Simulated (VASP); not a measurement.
```xyz
5
Lattice="4.0182 0.0000 0.0000 0.0000 4.0182 0.0000 0.0000 0.0000 4.0829" Properties=species:S:1:pos:R:3 pbc="T T T"
Ba     4.0182     0.0000     0.0016
Ti     2.0091     2.0091     2.1001
O      2.0091     2.0091     3.9912
O      4.0182     2.0091     1.9836
O      2.0091     0.0000     1.9836
```

Level of theory: LDA (Ceperley-Alder, Perdew-Zunger), VASP's LDA PAW potentials (set 64) (plane waves; VASP). Run with 520 eV cut-off, 6×6×6 Γ-centred mesh, Gaussian smearing of 0.050 eV, potentials Ba_sv Ti_sv O.

Problem. The ions and cell shape at fixed volume are relaxed. Which structure does the run end with?

Solution. 
```xyz
5
Lattice="3.9688 0.0000 0.0000 0.0000 3.9688 0.0000 0.0000 0.0000 4.1851" Properties=species:S:1:pos:R:3 pbc="T T T"
Ba     0.0000     0.0000     0.0454
Ti     1.9844     1.9844     2.2100
O      1.9844     1.9844     4.0197
O      0.0000     1.9844     2.0185
O      1.9844     0.0000     2.0185
```
Space group P4mm (99), at a tolerance of 0.03 Å.

Problem. How much energy does the relaxation gain?

Solution. The energy (σ→0) changes by -6.4 meV/atom, in 14 ionic steps.

| step | E(σ→0) (eV) | max force (eV/Å) | pressure (GPa) | volume (Å³) |
|---|---|---|---|---|
| 1 | -44.0445 | 0.453 | -9.85 | 65.92 |
| 2 | -44.0567 | 0.221 | -9.11 | 65.92 |
| 3 | -44.0595 | 0.085 | -8.49 | 65.92 |
| 4 | -44.0679 | 0.097 | -7.82 | 65.92 |
| 5 | -44.0722 | 0.224 | -6.78 | 65.92 |
| 6 | -44.0724 | 0.254 | -7.32 | 65.92 |
| 7 | -44.0748 | 0.089 | -7.07 | 65.92 |
| 8 | -44.0758 | 0.062 | -7.04 | 65.92 |
| 9 | -44.0762 | 0.049 | -6.99 | 65.92 |
| 10 | -44.0764 | 0.009 | -6.88 | 65.92 |
| 11 | -44.0764 | 0.008 | -6.86 | 65.92 |
| 12 | -44.0765 | 0.038 | -6.85 | 65.92 |
| 13 | -44.0765 | 0.020 | -6.85 | 65.92 |
| 14 | -44.0765 | 0.007 | -6.80 | 65.92 |

The compound is BaTiO3 in the tetragonal perovskite structure. This cell is one point of a volume scan, at 1.06 of the reference volume. Symmetry was kept, so distortions that lower it aren't found.
